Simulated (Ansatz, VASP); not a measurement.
# Mo (Mo(100) film of 5 layers) in two plane-wave programs

Wanted: the spread between two codes on one cell, functional and k mesh. The structure shown is the start of the Ansatz relaxation below; VASP solves that cell, so the two are compared at the walk's first step.

Program: Ansatz 0.2.0. Level of theory: plane waves, with VASP 6.6.1 beside it; single point at PBEsol. Results are calculated unless marked as measured.

### 1. The structure

The cell holds 5 atoms: 5 Mo. Cell: a = 3.150 Å, b = 3.150 Å, c = 36.400 Å, α = 90.0°, β = 90.0°, γ = 90.0°. It derives from Mo. Vacuum lies along c. The height across the vacuum is the one that the program set for its solve, not the one typed.

### 2. Ansatz: relaxation, PBEsol

Ansatz runs on its default PAW (the set named soft_2) files.

The two programs are compared at the cell with which this relaxation starts, whose forces are those of its first step.

The input, input.yaml:

```yaml
crystal:
  lattice:
    - [3.15, 0.0, 0.0]
    - [0.0, 3.15, 0.0]
    - [0.0, 0.0, 17.3]
  atoms:
    - { symbol: Mo, position: [0.0, 0.0, 0.31791908] }
    - { symbol: Mo, position: [0.5, 0.5, 0.40895954] }
    - { symbol: Mo, position: [0.0, 0.0, 0.5] }
    - { symbol: Mo, position: [0.5, 0.5, 0.59104046] }
    - { symbol: Mo, position: [0.0, 0.0, 0.68208092] }
  periodic: [true, true, false]
kpoints:
  mp_grid: { grid: [6, 6, 1] }
hamiltonian:
  xc: pbesol
scf:
  occupations: { method: gaussian, width: 0.1 }
output:
  forces: true
  stress: true
  eigenvalues: true
relax:
  adjacent_minimum: "off"
  f_tol: 0.05
  max_steps: 80
  cell: { stress_2d_tol: 0.02 }
```

On the command line:

```
> ansatz run input.yaml --threads 4 --pin off --max-ram 16384MiB --backend cpu --events-out ev --progress --plain --runs-dir out
```

Numbers of over 12 decimals in the logs are rounded to 6 here.

What it wrote:

```text
Warning: crystal.periodic: the lattice vector that does not repeat stood 0.000° off the slab's normal, 17.300 Å along it as the deck builds it. The run solves the slab on a vector along the normal, 36.400 Å long, with every atom where it was (on the deck's vector they left 11.00 Å outside them, and the widest stretch free of ions among them is 1.57 Å). A fractional position that the run reports is one of the run's ce [...]
The last accepted step is kept in <dir> (removed where the run ends without a failure and the disk answers)
crystal.periodic: the lattice vector that does not repeat stood 0.000° off the slab's normal, 17.300 Å along it as the deck builds it. The run solves the slab on a vector along the normal, 36.400 Å long, with every atom where it was (on the deck's vector they left 11.00 Å outside them, and the widest stretch free of ions among them is 1.57 Å). A fractional position that the run reports is one of the run's cell, which [...]
Engine: ansatz 0.2.0, aarch64-unknown-linux-gnu
Pseudopotentials: kind: paw
Pseudopotential: Mo, paw, valence charge 14, recommended cutoff 420 eV (normal), Mo.paw.azcp
Functional definition: PBEsol
  exchange = pbesol_x
  correlation = pbesol_c
Crystal: 5 atoms, lattice volume = 361.179 Å³
Basis set: ecut = 420 eV, 7145 PW (Γ), exchange–correlation on 48×48×500 points (8 copies of the dense FFT grid, shifted against one another)
Bands: 42, of which v1, the nominal top of the filled ones, is band 35 counted from 1 (34 counted from 0)
Symmetry: 16 space group operations
Space group: P4/mmm (ITA 123), of the structure as read, at distance tolerance 7.1e-5 Å
k-points: 10 of 36
Non-local potential: Mo, projectors of the file, l = 0: 3, l = 1: 2, l = 2: 2, l = 3: 1
PAW form: soft (Blöchl's): semilocal exchange-correlation on the pseudo side does not see the compensation charge
PAW frozen core: Mo, regenerated for the run's functional, and the local potential with it (the file was generated under x = pbe(κ = 0.804, μ = 0.219515), c = pbe(β = 0.066725))
PAW one-centre angular grid: Mo, 590 points (default); XC on 64 Gauss nodes
Initial density: superposition of atomic densities (neutral atoms: chi_scale 0, normalization atom), corrected by the library's trained network
Initial wavefunctions: pseudopotential atomic-orbital guess
Functional: x = pbesol(κ = 0.804, μ = 0.123457), c = pbesol(β = 0.046)
SCF iter   1: F=—  HF=-24482.391073 eV  |F-HF|=—  |Δ(HF+E_count)|=         —  Δρ=6.29e-3  dr2=3.89e-1  ethr=1.77e-3  ⟨swp⟩=11.0  Hψ=2475  notcnv=0
preconditioner: auto → LDOS  [metal: Δε(μ)=0.024 eV  Ē_g=3.509 eV  σ=0.100 eV  W_gap=0.13  n_scr=52 (ndim 8)  ℏωp=10.7 eV  f_vac=0.712  D(μ)=8.81/eV (n_scr^D=52)  β→1.0]
SCF iter   2: F=—  HF=-24482.365459 eV  |F-HF|=—  |Δ(HF+E_count)|=   2.56e-2  Δρ=2.74e-3  dr2=8.12e-2  ethr=5.56e-4  ⟨swp⟩=3.3  Hψ=900  notcnv=0  defer=9
[...]
SCF iter   5: F=—  HF=-24482.876293 eV  |F-HF|=—  |Δ(HF+E_count)|=   7.27e-8  Δρ=2.59e-6  dr2=9.03e-8  ethr=1.64e-9  ⟨swp⟩=3.3  Hψ=682  notcnv=0
SCF iter   6: F=-24482.876293 eV  HF=-24482.876293 eV  |F-HF|=1.11e-8  |Δ(HF+E_count)|=   4.79e-8  Δρ=8.47e-7  dr2=7.24e-9  ethr=6.18e-11  ⟨swp⟩=11.6  Hψ=2320  notcnv=0
SCF 6 converged in 6 iterations: F = -24482.876293 eV  dr2 = 7.24e-9
relax step   6: F+E_penalty+E_count = -24482.87629346 eV  Δ(F+E_penalty+E_count) = +2.163e-5 eV  max|allowed force component| = 1.476e-2 eV/Å  Δτ_max = 0.0016 Å  P = +0.272 N/m  Ω = 342.125 Å³  energy of the carried Pulay correction = +6.309e-4 eV  fix = [c, alpha, beta]  (6 SCF iters, dr2 threshold 4.33e-8 eV, rejected (line search))
[...]
relax step   7: F+E_penalty+E_count = -24482.87639101 eV  Δ(F+E_penalty+E_count) = -7.593e-5 eV  max|allowed force component| = 2.639e-4 eV/Å  Δτ_max = 0.0009 Å  P = -0.004 N/m  Ω = 342.570 Å³  energy of the carried Pulay correction = +6.158e-4 eV  fix = [c, alpha, beta]  reactions: c +0.000 N/m  (9 SCF iters, accepted)
[...]
relax step   8: F+E_penalty+E_count = -24482.87568707 eV  Δ(F+E_penalty+E_count) = +7.039e-4 eV  max|allowed force component| = 4.706e-4 eV/Å  Δτ_max = 0.0000 Å  P = +0.001 N/m  Ω = 342.570 Å³  fix = [c, alpha, beta]  reactions: c +0.000 N/m  stress off target by 8.43e-4 N/m on what of the cell is left free  SCF on the basis re-selected at this cell (its energy is not comparable with the rows above)  (7 SCF iters)
basis re-selected at this cell: Δ(F+E_penalty+E_count) = +7.039e-4 eV, ΔP = +0.005 N/m vs the last step (what re-selecting the basis moved, of the pressure what is left beyond the Pulay correction that the steps carried, after the strain that the cell walked since its last selection, with what the two solves' SCF thresholds leave and, on support functions, any second-order correction that the steps lacked; it is no m [...]
SCF converged after 7 iterations
Free energy (F): -24482.875687 eV
Harris-Foulkes:  -24482.875687 eV  (|F-HF|=1.46e-10)
Internal energy: -24482.840640 eV  (E = F + TS)
E sigma→0 (E₀):  -24482.858164 eV
Entropy (-TS):   -0.035047 eV (-7.009 meV/atom)
Fermi energy:    -4.127678 eV
--- Per-component energies (eV) ---
  E_band       = -2026.943080
  E_kinetic    = 2208.946574
  E_local      = -311977.973193  (includes V_loc(G=0)·N_el)
  E_nonlocal   = 729.345904
  E_hartree    = 154440.512189
  E_xc         = -909.793553
  E_vxc        = -1139.401758  (∫ρ·V_xc dr)
  E_paw        = -15721.284628  (= ΣΔE_a)
  E_vpaw       = -728.885527  (= ΣTr[D̂ρ^β])
  E_aug_tail   = 0.000195  (compensation charges beyond the density's cutoff)
  E_ewald      = 146746.359375
  E_core_change = 1.046497  (= ΣΔE_core)
  E_smearing   = -0.035047  (= −TS)
  E_closure    = 0.000000  (closes the sum)
  Σ components = -24482.875687   (vs F -24482.875687, Δ=0.00e0)
--- Forces (eV/Å), atoms counted from 1 ---
  atom   1  Mo     0.00000000     0.00000000    -0.00047061
  atom   2  Mo     0.00000000     0.00000000    -0.00002681
  atom   3  Mo    -0.00000000    -0.00000000     0.00000000
  atom   4  Mo     0.00000000     0.00000000     0.00002681
  atom   5  Mo     0.00000000     0.00000000     0.00047061
  max |Σ_I F_I| component: 1.26e-29 eV/Å
--- 2D stress c σ (N/m, compression-positive) ---
        0.000843       0.000000       0.000000
        0.000000       0.000843       0.000000
        0.000000       0.000000       0.000000
  P = ½ c Tr σ = 0.0008 N/m
--- Band table (eV; the first three rows and the last of 10) ---
  k-point 0: bands = [... 31 lower, -5.0102, -5.0102, -4.4689, -4.4374, -4.2521, -4.2374, -4.1919, -4.1919, ... 3 higher]
  k-point 1: bands = [... 31 lower, -5.2084, -5.0009, -4.9620, -4.9162, -3.9230, -3.8008, -3.5334, -3.5243, ... 3 higher]
  k-point 2: bands = [... 31 lower, -5.5451, -5.2837, -4.7254, -4.5820, -3.9710, -3.8222, -3.4792, -3.3154, ... 3 higher]
  k-point 9: bands = [... 31 lower, -4.7423, -4.7423, -2.4750, -2.4094, -2.1271, -2.1271, -1.8881, -1.8256, ... 3 higher]
--- Relaxed structure (7 steps of the walk, 6 accepted, 1 SCFs on fresh bases) ---
  F+E_penalty+E_count = -24482.87568707 eV   max|allowed force component| = 4.706e-4 eV/Å   (the final SCF, on the basis selected at the relaxed cell)
  cell:  # Å, volume = 342.5703 Å³
    - [3.067780, 0, 0.0]
    - [0, 3.067780, 0.0]
    - [0.0, 0.0, 36.399999664]
  atoms:
    - { symbol: Mo, position: [0, 0, 0.153892] }
    - { symbol: Mo, position: [0.5, 0.5, 0.193317] }
    - { symbol: Mo, position: [0, 0, 0.237637] }
    - { symbol: Mo, position: [0.5, 0.5, 0.281957] }
    - { symbol: Mo, position: [0, 0, 0.321383] }
```

### 3. VASP: single point, PBEsol, start cell, pair 1

The same cell, functional, mesh and smearing now go to VASP, with its own data sets.

Lines of VASP's logs that name or quote its potential files are left out, and so is its time.

The input, INCAR:

```
SYSTEM = Mo
PREC = Accurate
ENCUT = 400
EDIFF = 1E-06
NELM = 120
ISMEAR = 0
SIGMA = 0.1
LREAL = .FALSE.
ALGO = Normal
GGA = PS
NBANDS = 43
LASPH = .TRUE.
LORBIT = 11
LWAVE = .FALSE.
LCHARG = .FALSE.
ISIF = 2
LDIPOL = .TRUE.
IDIPOL = 3
DIPOL = 0.5 0.5 0.238
LVHAR = .TRUE.
GGA_COMPAT = .FALSE.
NELMDL = -8
KPAR = 2
```

The input, POSCAR:

```
Mo
1.0
    3.1500000000      0.0000000000      0.0000000000
    0.0000000000      3.1500000000      0.0000000000
    0.0000000000      0.0000000000     36.4000000000
Mo
5
Direct
    0.0000000000      0.0000000000      0.1510989011
    0.5000000000      0.5000000000      0.1943681319
    0.0000000000      0.0000000000      0.2376373626
    0.5000000000      0.5000000000      0.2809065934
    0.0000000000      0.0000000000      0.3241758242
```

The input, KPOINTS:

```
Automatic mesh
0
Gamma
6 6 1
0 0 0
```

PAW data sets: Mo_sv (PBE family, release 64).

On the command line:

```
> mpirun -np 2 vasp_std
```

What it wrote:

```text
[banner, memory and clock lines left out]
running    2 mpi-ranks, on    1 nodes
 distrk:  each k-point on    1 cores,    2 groups
 distr:  one band on    1 cores,    1 groups

 POSCAR found type information on POSCAR Mo
 POSCAR found :  1 types and       5 ions
|                                                                             |
|               ----> ADVICE to this user running VASP <----                  |
|                                                                             |
|     You enforced a specific xc type in the INCAR file but a different       |
|     [... a line on the potential file left out ...]
|     I HOPE YOU KNOW WHAT YOU ARE DOING!                                     |
|                                                                             |

 LDA part: xc-table for (Slater+PW92), standard interpolation
 POSCAR, INCAR and KPOINTS ok, starting setup
 FFT: planning ... GRIDC
 FFT: planning ... GRID_SOFT
 FFT: planning ... GRID
 WAVECAR not read
 entering main loop
       N       E                     dE             d eps       ncg     rms          rms(c)
DAV:   1     0.468882680888E+03    0.46888E+03   -0.41006E+04  1332   0.112E+03
DAV:   2    -0.377686731401E+02   -0.50665E+03   -0.49685E+03  1017   0.343E+02
DAV:   3    -0.585430038489E+02   -0.20774E+02   -0.19962E+02  1033   0.540E+01
DAV:   4    -0.597155310009E+02   -0.11725E+01   -0.11483E+01  1224   0.889E+00
DAV:   5    -0.597467394620E+02   -0.31208E-01   -0.30951E-01  1106   0.134E+00
DAV:   6    -0.597478531353E+02   -0.11137E-02   -0.11041E-02  1248   0.212E-01
DAV:   7    -0.597478835125E+02   -0.30377E-04   -0.30204E-04  1031   0.335E-02
DAV:   8    -0.597478849077E+02   -0.13952E-05   -0.13914E-05   960   0.604E-03    0.299E+01
DAV:   9    -0.620438997323E+02   -0.22960E+01   -0.77590E+01  1121   0.331E+01    0.213E+01
DAV:  10    -0.728913745703E+02   -0.10847E+02   -0.23747E+02  1150   0.481E+01    0.265E+01
DAV:  11    -0.544587763071E+02    0.18433E+02   -0.11010E+02  1127   0.280E+01    0.655E+00
DAV:  12    -0.541046621399E+02    0.35411E+00   -0.53960E+00  1089   0.948E+00    0.400E+00
DAV:  13    -0.540717764265E+02    0.32886E-01   -0.33483E-01  1172   0.257E+00    0.373E+00
DAV:  14    -0.539655908282E+02    0.10619E+00   -0.59846E-01  1021   0.449E+00    0.114E+00
[...]
DAV:  23    -0.539476978184E+02   -0.34514E-04   -0.11345E-05   941   0.218E-02    0.121E-02
DAV:  24    -0.539477586249E+02   -0.60806E-04   -0.11904E-05   820   0.167E-02    0.823E-03
DAV:  25    -0.539477908412E+02   -0.32216E-04   -0.34490E-06   831   0.881E-03    0.566E-03
DAV:  26    -0.539478232460E+02   -0.32405E-04   -0.50397E-06   831   0.114E-02    0.304E-03
DAV:  27    -0.539478339651E+02   -0.10719E-04   -0.69153E-07   588   0.366E-03    0.852E-04
DAV:  28    -0.539478389104E+02   -0.49453E-05   -0.23672E-07   545   0.204E-03    0.706E-04
DAV:  29    -0.539478411852E+02   -0.22748E-05   -0.10131E-07   526   0.152E-03    0.618E-04
DAV:  30    -0.539478419096E+02   -0.72436E-06   -0.13645E-08   502   0.571E-04
   1 F= -.53947842E+02 E0= -.53925882E+02  d E =-.439207E-01
```

From OUTCAR (step 3):

```text
ion  position               nearest neighbor table
   1  0.000  0.000  0.151-   2 2.73   2 2.73   2 2.73   2 2.73   3 3.15
   2  0.500  0.500  0.194-   3 2.73   3 2.73   3 2.73   3 2.73   1 2.73   1 2.73   1 2.73   1 2.73
                             4 3.15
   3  0.000  0.000  0.238-   2 2.73   2 2.73   2 2.73   2 2.73   4 2.73   4 2.73   4 2.73   4 2.73
                             1 3.15   5 3.15
   4  0.500  0.500  0.281-   3 2.73   5 2.73   3 2.73   5 2.73   3 2.73   5 2.73   3 2.73   5 2.73
                             2 3.15
   5  0.000  0.000  0.324-   4 2.73   4 2.73   4 2.73   4 2.73   3 3.15

  LATTYP: Found a simple tetragonal cell.
 ALAT       =     3.1500000000
 C/A-ratio  =    11.5555555556

 Subroutine GETGRP returns: Found 16 space group operations
 (whereof  8 operations were pure point group operations)

The static configuration has the point symmetry C_4v.
 The point group associated with its full space group is D_4h.

 Found     10 irreducible k-points:

   k-points           NKPTS =     10   k-points in BZ     NKDIM =     10   number of bands    NBANDS=     43

   dimension x,y,z NGX =    24 NGY =   24 NGZ =  240
   dimension x,y,z NGXF=    48 NGYF=   48 NGZF=  480

   ENCUT  =  400.0 eV  29.40 Ry    5.42 a.u.   5.14  5.14 59.36*2*pi/ulx,y,z

   NELECT =      70.0000    total number of electrons

 k-points in reciprocal lattice and weights: Automatic mesh
   0.00000000  0.00000000  0.00000000       0.028
   0.16666667  0.00000000  0.00000000       0.111
   0.33333333  0.00000000  0.00000000       0.111
   0.50000000  0.00000000  0.00000000       0.056
   0.16666667  0.16666667  0.00000000       0.111
   0.33333333  0.16666667  0.00000000       0.222
   0.50000000  0.16666667  0.00000000       0.111
   0.33333333  0.33333333  0.00000000       0.111
   0.50000000  0.33333333  0.00000000       0.111
   0.50000000  0.50000000  0.00000000       0.028

 dipolmoment           0.000000      0.000000      0.000000 electrons x Angstroem

 average (electrostatic) potential at core
       1 -81.8036       2 -81.8873       3 -82.0558       4 -81.8873       5 -81.8036

 E-fermi :  -0.4348

 k-point     1 :       0.0000    0.0000    0.0000
  band No.  band energies     occupation
    ...
     35      -0.5706      1.94510
     36      -0.5558      1.91295
     37      -0.4920      1.58100
     38      -0.4920      1.58100
     39      -0.4209      0.84364
     40       0.6120      0.00000
     41       0.8344      0.00000
     42       0.9429      0.00000
     43       0.9429      0.00000

 k-point     2 :       0.1667    0.0000    0.0000
  band No.  band energies     occupation
    ...
     31      -1.9351      2.00000
     32      -1.2361      2.00000
     33      -1.1710      2.00000
     34      -1.1493      2.00000
     35      -1.1460      2.00000
     36      -0.2881      0.03800
     37      -0.2687      0.01879
     38       0.0849      0.00000
     39       0.2922      0.00000
     40       0.4837      0.00000
    ...

 k-point     3 :       0.3333    0.0000    0.0000
  band No.  band energies     occupation
    ...
     31      -1.7268      2.00000
     32      -1.5000      2.00000
     33      -1.3969      2.00000
     34      -1.1655      2.00000
     35      -0.8258      2.00000
     36      -0.2325      0.00421
     37      -0.1347      0.00002
     38       0.1026      0.00000
     39       0.3554      0.00000
     40       0.6489      0.00000
    ...

  Total      -10.5347127    -10.5347127     -6.9101787      0.0000000      0.0000000      0.0000000
  in kB      -46.7316149    -46.7316149    -30.6533094      0.0000000      0.0000000      0.0000000
  external PRESSURE =     -41.3721797 kB  Pullay stress =       0.0000000 kB

  energy-cutoff  :      400.00
  volume of cell :      361.18
      direct lattice vectors                 reciprocal lattice vectors
     3.150000000  0.000000000  0.000000000     0.317460317  0.000000000  0.000000000
     0.000000000  3.150000000  0.000000000     0.000000000  0.317460317  0.000000000
     0.000000000  0.000000000 36.400000000     0.000000000  0.000000000  0.027472527

 POSITION                                       TOTAL-FORCE (eV/Angst)
 -----------------------------------------------------------------------------------
      0.00000      0.00000      5.50000         0.000000      0.000000      1.613714
      1.57500      1.57500      7.07500         0.000000     -0.000000     -1.183349
      0.00000      0.00000      8.65000        -0.000000      0.000000     -0.000000
      1.57500      1.57500     10.22500         0.000000      0.000000      1.183349
      0.00000      0.00000     11.80000         0.000000      0.000000     -1.613714
 -----------------------------------------------------------------------------------
    total drift:                                0.000000      0.000000      0.000038

  FREE ENERGIE OF THE ION-ELECTRON SYSTEM (eV)
  ---------------------------------------------------
  free  energy   TOTEN  =       -53.9478419096 eV

  energy  without entropy=      -53.9039212420  energy(sigma->0) =      -53.92588158

 vacuum level on the upper side and lower side of the slab         3.629         3.629

 total charge
# of ion       s       p       d       tot
------------------------------------------
    1        2.344   6.073   3.886  12.302
    2        2.384   6.200   3.898  12.481
    3        2.381   6.204   3.901  12.486
    4        2.384   6.200   3.898  12.481
    5        2.344   6.073   3.886  12.302
--------------------------------------------------
tot         11.835  30.748  19.469  62.053

[... 3 further parts left out ...]
```

The run ends at a pressure of -4.14 GPa, with forces up to 1.6 eV/Å.

### 4. Comparison

Known differences besides the potentials themselves: Ansatz cuts the interaction across the vacuum, VASP repeats the sheet with a dipole correction; the cutoff is 420 eV in Ansatz and 400 eV in VASP; Ansatz makes its cores anew for this functional, VASP keeps those of its PBE data sets. Total energies have different zeros and are not compared.

Forces (eV/Å; atoms numbered as in POSCAR):

```csv
atom,"Ansatz x, y, z","VASP x, y, z"
Mo1,"0.000, 0.000, 1.636","0.000, 0.000, 1.614"
Mo2,"0.000, 0.000, -1.170","0.000, 0.000, -1.183"
Mo3,"0.000, 0.000, 0.000","0.000, 0.000, 0.000"
Mo4,"0.000, 0.000, 1.170","0.000, 0.000, 1.183"
Mo5,"0.000, 0.000, -1.636","0.000, 0.000, -1.614"
```

The forces differ by 9.5 meV/Å r.m.s., which is 1.3 % of the r.m.s. force of 0.731 eV/Å (both taken over all components). With vacuum in the cell, a pressure given here is an average over mostly empty space and none of the material.

(Continued in part 2 of 2.)

[Lines on the potential files, build, host, timing and source positions are cut from VASP's logs without a mark.]

[Logs are printed without paths, hosts, clocks, repeated set-up lines and the standing remarks that a program may print on its own settings, such as how far it seeks lower states.]

[Hosts, paths, dates, database ids (printed as entryN), source tags and the programs' standing remarks are cut or masked in the printed files.]
